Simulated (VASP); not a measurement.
An input for Ansatz (written as the equivalent of a VASP run, and not itself run):

Ansatz 0.2 input:
```yaml
crystal:
  lattice:
    - [0.0000000, 2.1200000, 2.0352000]
    - [2.0352000, 0.0000000, 2.0352000]
    - [2.0352000, 2.1200000, 0.0000000]
  atoms:
    - { symbol: Ti, position: [0.0000000, 0.0000000, 0.0000000] }
    - { symbol: N, position: [0.5000000, 0.5000000, 0.5000000] }
kpoints:
  mp_grid: { grid: [14, 14, 14] }
hamiltonian:
  xc: r2scan
  pseudopotentials: { kind: paw }
scf:
  occupations: { method: methfessel_paxton, width: 0.1 }
  max_iter: 100
output: { forces: true, stress: true, eigenvalues: true }
```

**Question.** Write the VASP files for the same calculation (r2SCAN).

**Answer.** This is not unique; one that fits is 
### INCAR
```
SYSTEM = TiN
LMAXMIX = 4
EDIFF = 1E-7   ! SCF stop (eV)
LREAL = F   ! projection in real space or not
ISIF = 2   ! forces and stress, cell fixed
METAGGA = R2SCAN
LWAVE = F
LASPH = T
ENCUT = 600   ! plane-wave cut-off (eV)
ISMEAR = 1
LMIXTAU = T
NELM = 100   ! most electronic steps
ALGO = Normal   ! blocked Davidson
PREC = Accurate
SIGMA = 0.1   ! width (eV)
LCHARG = F
```

### POSCAR
```
TiN
1.0
  0.0000000000   2.1200000000   2.0352000000
  2.0352000000   0.0000000000   2.0352000000
  2.0352000000   2.1200000000   0.0000000000
Ti N
1 1
Cart
  0.0000000000   0.0000000000   0.0000000000
  2.0352000000   2.1200000000   2.0352000000
```

KPOINTS:
```
Automatic mesh
0
Gamma
14 14 14
0 0 0
```

POTCAR, in this order: Ti_sv N (PBE.64 set). Program: vasp_std.

What does not carry over: each code has its own PAW files, so the cut-off isn't converted (ENCUT is set for VASP's; basis.ecutwfc is left out, and Ansatz then takes the one that its files recommend); Ansatz stops its SCF on the density residual and VASP on the energy change (EDIFF).

The compound is TiN in the rock salt structure. This cell was strained or had an atom moved on purpose.
